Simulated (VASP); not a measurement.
```xyz
3
Lattice="3.1131 0.0000 0.0000 -1.5566 2.6961 0.0000 0.0000 0.0000 4.7957" Properties=species:S:1:pos:R:3 pbc="T T T"
Nb     1.5566     0.8987     1.2180
Nb     0.0000     1.7974     3.5776
N      1.5566     2.6961     2.3978
```

These are PBEsol GGA, VASP's PBE PAW potentials (set 64) (plane waves; VASP 6.6.1) values and carry that method's errors. Run with 520 eV cut-off, Gaussian smearing of 0.050 eV, potentials Nb_sv N.

**Question.** Give the energies of bands 10 to 18 at the high-symmetry points, in eV from the Fermi level.

**Answer.** 
```json
[
 {"band": "10", "Γ": "-7.58", "M": "-7.41", "K": "-6.55", "A": "-7.80", "L": "-7.50", "H": "-6.88"},
 {"band": "11", "Γ": "-6.03", "M": "-6.12", "K": "-6.55", "A": "-6.19", "L": "-6.12", "H": "-6.88"},
 {"band": "12", "Γ": "-6.03", "M": "-5.92", "K": "-5.69", "A": "-6.19", "L": "-5.87", "H": "-5.85"},
 {"band": "13", "Γ": "-3.29", "M": "-4.15", "K": "-3.01", "A": "-2.00", "L": "-3.06", "H": "-1.91"},
 {"band": "14", "Γ": "-0.46", "M": "-2.05", "K": "-2.38", "A": "-1.83", "L": "-1.54", "H": "-1.41"},
 {"band": "15", "Γ": "-0.40", "M": "-0.89", "K": "-2.38", "A": "-1.19", "L": "-1.28", "H": "-1.41"},
 {"band": "16", "Γ": "-0.40", "M": "1.67", "K": "1.63", "A": "-1.19", "L": "0.38", "H": "0.24"},
 {"band": "17", "Γ": "0.09", "M": "2.06", "K": "1.63", "A": "1.81", "L": "0.78", "H": "0.47"},
 {"band": "18", "Γ": "0.09", "M": "3.24", "K": "2.69", "A": "1.81", "L": "2.53", "H": "0.47"}
]
```

It has no gap at this level: it comes out as a metal or semimetal.

The structure comes from a computed database's Nb2N entry (P-3m1); how it stands against other phases isn't given here. It was relaxed first. The electron count is odd and the run is not spin-polarised, which forces a metal.
